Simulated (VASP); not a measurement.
Here is the system:

```
CELL_PARAMETERS angstrom
      0.00000     3.49468     3.49468
      3.49468     0.00000     3.49468
      3.49468     3.49468     0.00000
ATOMIC_POSITIONS crystal
  Sr 0.00000 0.00000 0.00000
  Cl 0.25000 0.25000 0.25000
  Cl 0.75000 0.75000 0.75000
```

These are PBEsol GGA, VASP's PBE PAW potentials (set 64) (plane waves; VASP) values and carry that method's errors. Run with 520 eV cut-off, 6×6×6 Γ-centred mesh, Gaussian smearing of 0.050 eV, potentials Sr_sv Cl.

Q: Predict the energy per atom (σ→0), pressure, band gap (on the k-mesh) with the smallest direct gap where there is one.

A: 
```json
{
  "band gap (on the k-mesh)": "5.11 eV",
  "smallest direct gap (on the k-mesh)": "5.36 eV",
  "energy per atom (σ→0)": "-4.445 eV/atom",
  "pressure": "-1.12 GPa"
}
```

Only differences to runs with the same potentials and settings are physical.

The compound is SrCl2 in the fluorite structure. This cell is one point of a volume scan, at 1.03 of the reference volume.
